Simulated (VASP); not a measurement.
Runs of VASP 6.6.1 on Mg. The structure is hexagonal, space group P6_3/mmc (No. 194). The conventional cell has a = 3.187 Å, b = 3.187 Å, c = 5.106 Å, α = 90.00°, β = 90.00°, γ = 120.00°. Around Mg (site symmetry -6m2) lie 12 Mg at 3.15 to 3.19 Å. 

```csv
level,k mesh,cutoff (eV),smearing,gap on the mesh (eV),pressure (GPa)
PBEsol,15 × 15 × 8,700,gaussian 0.1 eV,none,0.0
r2SCAN,15 × 15 × 8,520,gaussian 0.1 eV,none,-0.1
PBEsol,15 × 15 × 8,520,gaussian 0.5 eV,none,0.2
PBEsol,15 × 15 × 8,900,gaussian 0.1 eV,none,0.0
PBEsol,24 × 24 × 12,520,gaussian 0.1 eV,none,(a)
```

Alike in all rows: task single point; potentials or basis VASP PAW PBE potentials, release 64 (Mg); no spin polarisation; cell as given.

Fill in the values left out.

(a) 0.1.

Caveats: the PAW data sets were made with another functional, which shifts forces and pressure a little.

A k mesh can miss the band edges.

A gap of «none» marks a metal or a gap under the smearing width.

Not every run made on this cell is shown here.
